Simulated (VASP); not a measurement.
An input for Quantum ESPRESSO's pw.x (written as the equivalent of a VASP run, and not itself run):

```
&CONTROL
  calculation = 'scf'
  pseudo_dir = './pseudo'
  outdir = './out'
  tprnfor = .true.
  tstress = .true.
/
&SYSTEM
  ibrav = 0
  nat = 3
  ntyp = 2
  ecutwfc = 74
  occupations = 'smearing'
  smearing = 'fermi-dirac'
  degauss = 0.000735
  input_dft = 'pbe'
/
&ELECTRONS
  conv_thr = 7.3e-08
  electron_maxstep = 100
/
ATOMIC_SPECIES
  Li 6.940 Li.upf
  S 32.060 S.upf
CELL_PARAMETERS angstrom
     0.0000000    2.8938580    2.8938580
     2.8938580    0.0000000    2.8938580
     2.8938580    2.8938580    0.0000000
ATOMIC_POSITIONS crystal
  Li   0.7500000  0.7500000  0.7500000
  Li   0.2500000  0.2500000  0.2500000
  S    0.0000000  0.0000000  0.0000000
K_POINTS automatic
  7 7 7 0 0 0
```

Translate this input to VASP (INCAR, KPOINTS, POSCAR, choice of POTCAR).

This is not unique; one that fits is 
### INCAR
```
LASPH = T
PREC = Accurate
EDIFF = 1E-6
ISIF = 2   ! forces and stress, cell fixed
SYSTEM = Li2S
LREAL = F   ! projection in real space or not
LCHARG = F
GGA = PE   ! PBE
NELM = 100   ! most electronic steps
ENCUT = 400   ! plane-wave cut-off (eV)
ISMEAR = -1
ALGO = Normal   ! blocked Davidson
SIGMA = 0.01   ! width (eV)
LWAVE = F
```

**POSCAR**
```
Li2S
5.7877160
  0.0000000000   0.5000000000   0.5000000000
  0.5000000000   0.0000000000   0.5000000000
  0.5000000000   0.5000000000   0.0000000000
Li S
2 1
Cartesian
  0.7500000000   0.7500000000   0.7500000000
  0.2500000000   0.2500000000   0.2500000000
  0.0000000000   0.0000000000   0.0000000000
```

**KPOINTS**
```
kpoints
0
gamma
 7 7 7
0 0 0
```

POTCAR, in this order: Li_sv S (PBE.64 set). Program: vasp_std.

The two are equivalent in intent, not identical: the potentials are each code's own (VASP's PAW set, PseudoDojo norm-conserving files in pw.x), so ENCUT and ecutwfc are chosen apart and not converted; conv_thr bounds pw.x's estimated SCF error, while EDIFF bounds the energy change between steps.

The structure comes from a computed database's Li2S entry; how it stands against other phases isn't given here. The cell was not relaxed at this level. The run is one of a series of settings (AEXX removed, HFRCUT removed, ISYM removed, LHFCALC removed, PRECFOCK removed against the base run), some of them coarse on purpose.
